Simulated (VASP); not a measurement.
VASP ran on this input.

### KPOINTS
```
Automatic mesh
0
Gamma
13 13 7
0 0 0
```

### POSCAR
```
Mg
1.0
  1.5911995652  -2.7560389342   0.0000000000
  1.5911995652   2.7560389342   0.0000000000
  0.0000000000   0.0000000000   5.1428837354
Mg
2
Cart
  1.5911995652   0.9186814821   1.2857209338
  1.5911995652  -0.9186814821   3.8571628015
```

### INCAR
```
SYSTEM = Mg
PREC = Accurate
ENCUT = 500
EDIFF = 1E-6
NELM = 100
ALGO = Normal
LREAL = .FALSE.
LASPH = .TRUE.
ISMEAR = 1
SIGMA = 0.1
GGA = PS
LWAVE = .FALSE.
LCHARG = .FALSE.
IBRION = 2
ISIF = 3
NSW = 40
EDIFFG = -0.02
```

POTCAR, in this order: Mg (PBE.64 set). Program: vasp_std.

Question: Translate this PBEsol calculation to Ansatz.

Answer: One equivalent input (not run):
Ansatz 0.2 input:
```yaml
crystal:
  lattice:
    - [1.5911996, -2.7560389, 0.0000000]
    - [1.5911996, 2.7560389, 0.0000000]
    - [0.0000000, 0.0000000, 5.1428837]
  atoms:
    - { symbol: Mg, position: [0.3333330, 0.6666670, 0.2500000] }
    - { symbol: Mg, position: [0.6666670, 0.3333330, 0.7500000] }
kpoints:
  mp_grid: { grid: [13, 13, 7] }
hamiltonian:
  xc: pbesol
  pseudopotentials: { kind: paw }
scf:
  occupations: { method: methfessel_paxton, width: 0.1 }
  max_iter: 100
relax:
  max_steps: 40
  f_tol: 0.02
  cell: {}
output: { forces: true, stress: true, eigenvalues: true }
```
Limits of the translation: each code has its own PAW files, so the cut-off isn't converted (ENCUT is set for VASP's; basis.ecutwfc is left out, and Ansatz then takes the one that its files recommend); Ansatz stops its SCF on the density residual and VASP on the energy change (EDIFF).

The compound is Mg in the hcp structure. This run relaxes it. Symmetry was kept, so distortions that lower it aren't found.
